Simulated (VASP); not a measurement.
An input for Ansatz (written as the equivalent of a VASP run, and not itself run):

Ansatz 0.2 input:
```yaml
crystal:
  lattice:
    - [0.0000000, 2.3387410, 2.3560370]
    - [2.3819600, 0.0000000, 2.3560370]
    - [2.3819600, 2.3387410, 0.0000000]
  atoms:
    - { symbol: Hf, position: [0.0000000, 0.0000000, 0.0000000] }
    - { symbol: C, position: [0.4909530, 0.5090470, 0.5090470] }
kpoints:
  mp_grid: { grid: [12, 12, 12] }
hamiltonian:
  xc: pbe
  pseudopotentials: { kind: paw }
scf:
  occupations: { method: methfessel_paxton, width: 0.1 }
  max_iter: 100
output: { forces: true, stress: true, eigenvalues: true }
```

Q: Write the VASP files for the same calculation (PBE).

A: This is not unique; one that fits is 
### KPOINTS
```
kpoints
0
Gamma
 12 12 12
```

INCAR:
```
SYSTEM = HfC
PREC = Accurate; ENCUT = 520; LREAL = .FALSE.
LASPH = .TRUE.
EDIFF = 1E-6; NELM = 100; ALGO = Normal
LMAXMIX = 6
ISMEAR = 1; SIGMA = 0.1
GGA = PE
ISIF = 2
LWAVE = .FALSE.; LCHARG = .FALSE.
```

POSCAR:
```
HfC
1
    0.0000000000     2.3387410000     2.3560370000
    2.3819600000     0.0000000000     2.3560370000
    2.3819600000     2.3387410000     0.0000000000
Hf C
1 1
Direct
  0.0000000000   0.0000000000   0.0000000000
  0.4909530000   0.5090470000   0.5090470000
```

POTCAR, in this order: Hf_pv C (PBE.64 set). Program: vasp_std.

Limits of the translation: each code has its own PAW files, so the cut-off isn't converted (ENCUT is set for VASP's; basis.ecutwfc is left out, and Ansatz then takes the one that its files recommend); Ansatz stops its SCF on the density residual and VASP on the energy change (EDIFF).

The compound is HfC in the rock salt structure. The cell was not relaxed at this level, atoms are displaced from their ideal sites.
